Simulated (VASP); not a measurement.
Here is the system:

```yaml
crystal:
  lattice:
    - [2.27374, -3.93823, 0.00000]
    - [2.27374, 3.93823, 0.00000]
    - [0.00000, 0.00000, 7.39915]
  atoms:
    - { symbol: Mg, position: [0.66667, 0.33333, 0.49983] }
    - { symbol: Mg, position: [0.33333, 0.66667, 0.99983] }
    - { symbol: Te, position: [0.66667, 0.33333, 0.87617] }
    - { symbol: Te, position: [0.33333, 0.66667, 0.37617] }
```

Computed with PBE GGA with D4 dispersion, VASP's PBE PAW potentials (set 64) (plane waves; VASP 6.6.1). Run with 520 eV cut-off, Gaussian smearing of 0.050 eV, potentials Mg Te.

Unless said otherwise, spin-orbit coupling is left out, though it shifts the bands of the heavy elements here.

### Question
Give the energies of bands 3 to 11 at the high-symmetry points, in eV from the valence-band maximum.

### Answer

```csv
band,Γ,M,K,A,L,H
3,-3.31,-3.13,-2.60,-2.03,-3.21,-3.00
4,-0.50,-2.65,-2.60,-2.03,-3.21,-3.00
5,-0.50,-2.00,-2.40,-0.27,-0.91,-1.98
6,-0.01,-1.25,-1.44,-0.27,-0.91,-1.98
7,-0.01,-1.02,-1.44,-0.27,-0.90,-0.64
8,0.00,-0.45,-1.40,-0.27,-0.90,-0.64
9,2.54,3.16,3.51,3.51,3.24,3.91
10,3.01,3.90,5.79,3.51,3.24,3.91
11,5.29,4.28,5.79,5.55,4.27,5.15
```

The gap is direct, 2.54 eV, from the valence maximum at Γ to the conduction minimum at Γ.

The compound is MgTe in the wurtzite structure. It was relaxed first.
